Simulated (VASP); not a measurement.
Energy against volume of TiB2 (AlB2 type). All values below come from MS2 meta-GGA, VASP's PBE PAW potentials (set 64) (plane waves; VASP). Numerical set-up: 520 eV cut-off, 12×12×9 Γ-centred mesh, first-order Methfessel-Paxton smearing of 0.10 eV, potentials Ti_sv B.

Shape and ions are relaxed at each volume.

```csv
V (Å³/atom),E (eV/atom)
7.973,-10.75177
8.227,-10.77321
8.482,-10.78014
8.736,-10.77450
```

Fit these four points and predict the energy of the run at 8.991 Å³/atom.

A cubic in V^(−2/3), the third-order Birch-Murnaghan form, passes through the four points with V0 = 8.49 Å³/atom and B0 = 262 GPa, and gives -10.7580 eV/atom there. The run gave -10.7580 eV/atom, -0.0 meV/atom from the fit; all five points give B0 = 262 GPa.

The compound is TiB2 in the AlB2 type structure. It was relaxed first.
